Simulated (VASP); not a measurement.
Given:

```
CELL_PARAMETERS angstrom
      2.88645     0.00000     0.00000
      0.00000     2.88645     0.00000
      0.00000     0.00000     2.88645
ATOMIC_POSITIONS crystal
  Al 0.50000 0.50000 0.50000
  Ni 0.00000 0.00000 0.00000
```

Calculation: r2SCAN+rVV10, VASP's PBE PAW potentials (set 64) (plane waves; VASP). Numerical set-up: 520 eV cut-off, 13×13×13 Γ-centred mesh, first-order Methfessel-Paxton smearing of 0.10 eV, potentials Al Ni.

Give the stress tensor in GPa (positive for a compressed cell).

```
-5.28   0.00   0.00
 0.00  -5.28   0.00
 0.00   0.00  -5.28
```
The pressure is its mean diagonal, -5.28 GPa.

The compound is NiAl in the CsCl type structure. This cell is one point of a volume scan, at 1.03 of the reference volume. The run is not spin-polarised, so no magnetic state was tried. The electron count is odd and the run is not spin-polarised, which forces a metal.
